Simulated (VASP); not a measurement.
# CuC23 (a cell with a defect) in VASP: single point with PBEsol+U

Aim: the single point of CuC23 (a cell with a defect) with PBEsol+U.

Everything below comes from runs of VASP 6.6.1. Logs are shortened: lines on timing, memory, paths and dates and some standing lists are left out, and cuts for length are marked.

## 1. The crystal as given

The cell holds a defect, 24 atoms: a = 7.566 Å, b = 5.044 Å, c = 5.044 Å, α = 60.00°, β = 60.00°, γ = 60.00°.

## 2. Single point, PBEsol+U

File INCAR:

```
SYSTEM = CuC23
PREC = Accurate
ENCUT = 450
EDIFF = 1E-5
ISMEAR = 0
SIGMA = 0.03
LREAL = Auto
LASPH = .True.
NELM = 120
ALGO = Normal
ISIF = 2
LWAVE = .False.
LCHARG = .False.
LMAXMIX = 4
LDAU = .True.
LDAUTYPE = 2
LDAUL = 2 -1
LDAUU = 5 0
LDAUJ = 0 0
LDAUPRINT = 1
GGA = PS
LORBIT = 11
KPAR = 4
```

File KPOINTS:

```
Automatic mesh
0
Gamma
  3 4 4
  0 0 0
```

File POSCAR:

```
CuC23
1.0
    0.0000000000      5.3503200000      5.3503200000
    3.5668800000      0.0000000000      3.5668800000
    3.5668800000      3.5668800000      0.0000000000
Cu C
1 23
Direct
    0.0000000000      0.0000000000      0.0000000000
    0.0000000000      0.0000000000      0.5000000000
    0.0000000000      0.5000000000      0.0000000000
    0.0000000000      0.5000000000      0.5000000000
    0.3333330000      0.0000000000      0.0000000000
    0.3333330000      0.0000000000      0.5000000000
    0.3333330000      0.5000000000      0.0000000000
    0.3333330000      0.5000000000      0.5000000000
    0.6666670000      0.0000000000      0.0000000000
    0.6666670000      0.0000000000      0.5000000000
    0.6666670000      0.5000000000      0.0000000000
    0.6666670000      0.5000000000      0.5000000000
    0.0833333333      0.1250000000      0.1250000000
    0.0833333333      0.1250000000      0.6250000000
    0.0833333333      0.6250000000      0.1250000000
    0.0833333333      0.6250000000      0.6250000000
    0.4166663333      0.1250000000      0.1250000000
    0.4166663333      0.1250000000      0.6250000000
    0.4166663333      0.6250000000      0.1250000000
    0.4166663333      0.6250000000      0.6250000000
    0.7500003333      0.1250000000      0.1250000000
    0.7500003333      0.1250000000      0.6250000000
    0.7500003333      0.6250000000      0.1250000000
    0.7500003333      0.6250000000      0.6250000000
```

Potentials or basis: VASP PAW PBE potentials, release 64 (Cu, C).

Started as:

```
$ cat potpaw_PBE.64/Cu/POTCAR potpaw_PBE.64/C/POTCAR > POTCAR
$ mpirun -np 4 vasp_std > vasp.out
```

OUTCAR:

```text
SYSTEM = CuC23
   PREC = Accurate
   ENCUT = 450
   EDIFF = 1E-5
   ISMEAR = 0
   LREAL = Auto
   LASPH = .True.
   NELM = 120
   ISIF = 2
   GGA = PS
   LORBIT = 11

 ion  position               nearest neighbor table
   1  0.000  0.000  0.000-  21 1.54  13 1.54  15 1.54  14 1.54
   2  0.000  0.000  0.500-  22 1.54  14 1.54  16 1.54  13 1.54
   3  0.000  0.500  0.000-  23 1.54  15 1.54  16 1.54  13 1.54
   4  0.000  0.500  0.500-  24 1.54  16 1.54  14 1.54  15 1.54
   5  0.333  0.000  0.000-  13 1.54  17 1.54  18 1.54  19 1.54
   6  0.333  0.000  0.500-  14 1.54  18 1.54  17 1.54  20 1.54
[... 16 lines left out ...]
  23  0.750  0.625  0.125-   3 1.54  11 1.54   9 1.54  12 1.54
  24  0.750  0.625  0.625-   4 1.54  12 1.54  11 1.54  10 1.54

  LATTYP: Found a face centered orthorhombic cell.
 ALAT       =     5.0443300714
 B/A-ratio  =     1.7320508076
 C/A-ratio  =     2.4494897428

  Lattice vectors:

 A1 = (   0.0000000000,   5.3503200000,   5.3503200000)
 A2 = (  -3.5668800000,   1.7834400000,   5.3503200000)
 A3 = (   3.5668800000,  -0.0000000000,   3.5668800000)

Analysis of symmetry for initial positions (statically):
=====================================================================
 Subroutine PRICEL returns:
 Original cell was already a primitive cell.

 Routine SETGRP: Setting up the symmetry group for a
 face centered orthorhombic supercell.

 Subroutine GETGRP returns: Found  2 space group operations
 (whereof  2 operations were pure point group operations)
 out of a pool of  8 trial point group operations.

The static configuration has the point symmetry C_1h.

Analysis of symmetry for dynamics (positions and initial velocities):
=====================================================================
 Subroutine PRICEL returns:
 Original cell was already a primitive cell.

 Routine SETGRP: Setting up the symmetry group for a
 face centered orthorhombic supercell.

 Subroutine GETGRP returns: Found  2 space group operations
 (whereof  2 operations were pure point group operations)
 out of a pool of  8 trial point group operations.

The dynamic configuration has the point symmetry C_1h.

 Subroutine INISYM returns: Found  2 space group operations
 (whereof  2 operations are pure point group operations),
 and found     1 'primitive' translations

----------------------------------------------------------------------------------------

                                     Primitive cell

  volume of cell :     136.1403

  direct lattice vectors                    reciprocal lattice vectors
     0.000000000  5.350320000  5.350320000    -0.093452354  0.093452354  0.093452354
     3.566880000  0.000000000  3.566880000     0.140178531 -0.140178531  0.140178531
     3.566880000  3.566880000  0.000000000     0.140178531  0.140178531 -0.140178531

  length of vectors
     7.566495107  5.044330071  5.044330071     0.161864226  0.242796338  0.242796338

  position of ions in fractional coordinates (direct lattice)
     0.000000000  0.000000000  0.000000000
     0.000000000  0.000000000  0.500000000
     0.000000000  0.500000000  0.000000000
     0.000000000  0.500000000  0.500000000
     0.333333000  0.000000000  0.000000000
     0.333333000  0.000000000  0.500000000
[... 16 lines left out ...]
     0.750000333  0.625000000  0.125000000
     0.750000333  0.625000000  0.625000000

  ion indices of the primitive-cell ions
   primitive index   ion index
                 1           1
                 2           2
[... 111 lines left out ...]
   NSW    =      0    number of steps for IOM
   IBRION =     -1    ionic relax: 0-MD 1-quasi-New 2-CG
   NFREE  =      0    steps in history (QN), initial steepest desc. (CG)
   ISIF   =      2    stress and relaxation
   ISYM   =      2    0-nonsym 1-usesym 2-fastsym
   POTIM  = 0.5000    time-step for ionic-motion
   TEBEG  =    0.0;   TEEND  =   0.0 temperature during run
   PSTRESS=    0.0 pullay stress
   NELECT =     103.0000    total number of electrons
   NUPDOWN=      -1.0000    fix difference up-down
   EMIN   =  10.00;   EMAX   =-10.00  energy-range for DOS
   EFERMI =   0.00;   METHOD = LEGACY
   ISMEAR =     0;   SIGMA  =   0.03  broadening in eV -4-tet -1-fermi 0-gaus
   EFERMI_NEDOS =   21; number of points for ismear=-14 and -15
   IALGO  =     38    algorithm
   IMIX   =      4    mixing-type and parameters
     AMIX     =   0.40;   BMIX     =  1.00
     AMIX_MAG =   1.60;   BMIX_MAG =  1.00
  volume/ion in A,a.u.               =       5.67        38.28
  Fermi-wavevector in a.u.,A,eV,Ry     =   1.491735  2.818970 30.276678  2.225273
  Thomas-Fermi vector in A             =   2.604352
   LORBIT       =     11    0 simple, 1 ext, 2 COOP (PROOUT), +10 PAW based schemes
 LDA+U is selected, type is set to LDAUTYPE =  2
   angular momentum for each species LDAUL =     2   -1
   U (eV)           for each species LDAUU =   5.0  0.0
   J (eV)           for each species LDAUJ =   0.0  0.0
   GGA     = PS    functional components
   LHFCALC =     F    Hartree Fock is set to
   AEXX    =    0.0000 exact exchange contribution
   IVDW    =     0    specifies the selected vdW correction
   LEPSILON=     F    determine dielectric tensor
   LRPA    =     F    only Hartree local field effects (RPA)
 non-spin polarized calculation
 Gauss-broadening in eV      SIGMA  =   0.03
  energy-cutoff  :      450.00
  volume of cell :      136.14
 maximum number of plane-waves:      2968
 NGX is ok and might be reduce to    54
   NGX = 27   NGY = 17   NGZ = 17

atom =   1  type =  1  l = 2

 onsite density matrix

spin component  1

  0.9653 -0.0031 -0.0004  0.0035 -0.0001
 -0.0031  0.9667  0.0000 -0.0031 -0.0000
 -0.0004  0.0000  0.9799  0.0003  0.0000
  0.0035 -0.0031  0.0003  0.9653  0.0003
 -0.0001 -0.0000  0.0000  0.0003  0.9799

spin component  2

  0.9653 -0.0031 -0.0004  0.0035 -0.0001
 -0.0031  0.9667  0.0000 -0.0031 -0.0000
 -0.0004  0.0000  0.9799  0.0003  0.0000
  0.0035 -0.0031  0.0003  0.9653  0.0003
 -0.0001 -0.0000  0.0000  0.0003  0.9799

 occupancies and eigenvectors

  o =  0.9617  v =  0.7068  0.0000  0.0270 -0.7068  0.0156  0.0000  0.0000  0.0000  0.0000  0.0000      0.0000  0.0000  0.0000  0.0000  0.0000  0.0000  0.0000  0.0000  0.0000  0.0000
  o =  0.9617  v =  0.0000  0.0000  0.0000  0.0000  0.0000  0.7068  0.0000  0.0270 -0.7068  0.0156      0.0000  0.0000  0.0000  0.0000  0.0000  0.0000  0.0000  0.0000  0.0000  0.0000
  o =  0.9633  v = -0.4384 -0.7846 -0.0027 -0.4384  0.0046  0.0000  0.0000  0.0000  0.0000  0.0000      0.0000  0.0000  0.0000  0.0000  0.0000  0.0000  0.0000  0.0000  0.0000  0.0000
  o =  0.9633  v =  0.0000  0.0000  0.0000  0.0000  0.0000 -0.4384 -0.7846 -0.0027 -0.4384  0.0046      0.0000  0.0000  0.0000  0.0000  0.0000  0.0000  0.0000  0.0000  0.0000  0.0000
  o =  0.9723  v = -0.5545  0.6199 -0.0134 -0.5545  0.0233  0.0000  0.0000  0.0000  0.0000  0.0000      0.0000  0.0000  0.0000  0.0000  0.0000  0.0000  0.0000  0.0000  0.0000  0.0000
  o =  0.9723  v =  0.0000  0.0000  0.0000  0.0000  0.0000 -0.5545  0.6199 -0.0134 -0.5545  0.0233      0.0000  0.0000  0.0000  0.0000  0.0000  0.0000  0.0000  0.0000  0.0000  0.0000
  o =  0.9799  v = -0.0173  0.0125  0.4998 -0.0173 -0.8657  0.0000  0.0000  0.0000  0.0000  0.0000      0.0000  0.0000  0.0000  0.0000  0.0000  0.0000  0.0000  0.0000  0.0000  0.0000
  o =  0.9799  v =  0.0000  0.0000  0.0000  0.0000  0.0000 -0.0173  0.0125  0.4998 -0.0173 -0.8657      0.0000  0.0000  0.0000  0.0000  0.0000  0.0000  0.0000  0.0000  0.0000  0.0000
  o =  0.9800  v =  0.0000  0.0000  0.0000  0.0000  0.0000  0.0221 -0.0000 -0.8656 -0.0221 -0.4998      0.0000  0.0000  0.0000  0.0000  0.0000  0.0000  0.0000  0.0000  0.0000  0.0000
  o =  0.9800  v =  0.0221 -0.0000 -0.8656 -0.0221 -0.4998  0.0000  0.0000  0.0000  0.0000  0.0000      0.0000  0.0000  0.0000  0.0000  0.0000  0.0000  0.0000  0.0000  0.0000  0.0000

 number of electron     103.0000033 magnetization

 Free energy of the ion-electron system (eV)
  ---------------------------------------------------
  ext. energy  EPLUGINS =         0.00000000
  ---------------------------------------------------
  free energy    TOTEN  =      -210.38248630 eV

  energy without entropy =     -210.38058836  energy(sigma->0) =     -210.38153733

 E-fermi :  11.1444     XC(G=0): -13.6292

 val. band max:       11.1256635091   @ k =   0.3333  -0.2500   0.2500
 cond. band min:      11.1549027024   @ k =  -0.3333   0.2500   0.2500
 fundamental gap:      0.0292391933
 Fermi energy:        11.1444326943

 k-point     1 :       0.0000    0.0000    0.0000
  band No.  band energies     occupation
      1     -11.3277      2.00000
      2      -8.4006      2.00000
      3      -8.2398      2.00000
      4      -5.8461      2.00000
      5      -5.8135      2.00000
      6      -5.6630      2.00000
[... 1111 lines left out ...]
     62      18.3634      0.00000
     63      18.3793      0.00000
 [bands above 63 left out]

------------------------ aborting loop because EDIFF is reached ----------------------------------------

  FORCE on cell =-STRESS in cart. coord.  units (eV):
  Direction    XX          YY          ZZ          XY          YZ          ZX
  --------------------------------------------------------------------------------------
  -------------------------------------------------------------------------------------
  Total       26.9037115     26.3857615     26.3857615     -1.3806307      0.9042481     -1.3806307
  in kB      316.6183122    310.5227791    310.5227791    -16.2480536     10.6417099    -16.2480538
  external PRESSURE =     312.5546235 kB  Pullay stress =       0.0000000 kB

 VOLUME and BASIS-vectors are now :
 -----------------------------------------------------------------------------
  energy-cutoff  :      450.00
  volume of cell :      136.14
      direct lattice vectors                 reciprocal lattice vectors
     0.000000000  5.350320000  5.350320000    -0.093452354  0.093452354  0.093452354
     3.566880000  0.000000000  3.566880000     0.140178531 -0.140178531  0.140178531
     3.566880000  3.566880000  0.000000000     0.140178531  0.140178531 -0.140178531

 POSITION                                       TOTAL-FORCE (eV/Angst)
 -----------------------------------------------------------------------------------
      0.00000      0.00000      0.00000        -0.100746      0.146136      0.146136
      1.78344      1.78344      0.00000         0.093296      0.016804     -0.247656
      1.78344      0.00000      1.78344         0.093296     -0.247656      0.016804
      3.56688      1.78344      1.78344         0.246755     -0.021870     -0.021870
      0.00000      1.78344      1.78344         0.076067      0.030507      0.030507
      1.78344      3.56688      1.78344        -0.120071     -0.056155      0.140226
[... 16 lines left out ...]
      2.67516      4.45860      6.24204         0.078153     -0.076566     -0.073639
      4.45860      6.24204      6.24204         0.101562     -0.103693     -0.103693
 -----------------------------------------------------------------------------------
    total drift:                               -0.000226      0.000216      0.000217

  FREE ENERGIE OF THE ION-ELECTRON SYSTEM (eV)
  ---------------------------------------------------
  free  energy   TOTEN  =      -210.3824863017 eV

  energy  without entropy=     -210.3805883561  energy(sigma->0) =     -210.38153733

 total charge

# of ion       s       p       d       tot
------------------------------------------
    1        1.024   1.587   9.666  12.277
    2        0.834   1.719   0.000   2.554
    3        0.834   1.719   0.000   2.554
    4        0.834   1.719   0.000   2.553
    5        0.832   1.729   0.000   2.561
    6        0.829   1.733   0.000   2.563
[... 16 lines left out ...]
   23        0.828   1.741   0.000   2.569
   24        0.828   1.741   0.000   2.569
--------------------------------------------------
tot         20.310  41.607   9.666  71.584
```

Wall time 2.3 min (4 MPI ranks of Intel Xeon Platinum 8375C at 2.90GHz (Ice Lake), shared host); peak memory 0.28 GiB.

Results:

- Free energy: -210.3825 eV
- Largest force: 13.563 eV/Å
- Band gap on the k mesh: none (metal or under the smearing width)
- Valence electrons inside the program's atomic spheres: Cu 12.28; C 2.55, 2.56, 2.57, 2.65, 2.67

Forces in eV/Å, atoms in the order of the input:
```
Cu  -0.101  0.146  0.146
C    0.093  0.017 -0.248
C    0.093 -0.248  0.017
C    0.247 -0.022 -0.022
C    0.076  0.031  0.031
C   -0.120 -0.056  0.140
C   -0.120  0.140 -0.056
C   -0.027 -0.004 -0.004
C   -0.043  0.258  0.258
C   -0.068 -0.046  0.075
C   -0.068  0.075 -0.046
C   -0.043  0.021  0.021
C    7.082  7.499  7.499
C   -7.565 -7.178  7.518
C   -7.565  7.518 -7.178
C   -0.090  0.078  0.078
C   -0.032  0.029  0.029
C    0.170 -0.093 -0.064
C    0.170 -0.064 -0.093
C   -0.118  0.014  0.014
C    7.771 -7.861 -7.861
C    0.078 -0.074 -0.077
C    0.078 -0.077 -0.074
C    0.102 -0.104 -0.104
```

Eigenvalues of the final occupation matrices:
| site | spin | trace | eigenvalues |
| --- | --- | --- | --- |
| site 1 d | 1 | 4.86 | 0.96 0.96 0.97 0.98 0.98 |
| site 1 d | 2 | 4.86 | 0.96 0.96 0.97 0.98 0.98 |

Caveat: the k mesh is coarse (spacing up to 0.38 Å⁻¹), so the values aren't converged; the cutoff is under 1.25 times the usual one of these potentials, so pressure, stress and relaxed cells hold a basis-set (Pulay) error; a pressure of tens of GPa on the cell as given is suspect, and the run, the potentials or the cell itself is likely at fault; the PAW data sets were made with another functional, which shifts forces and pressure a little; U without spin polarisation on a metal has little footing; the U is typed as a test and isn't derived for this compound.
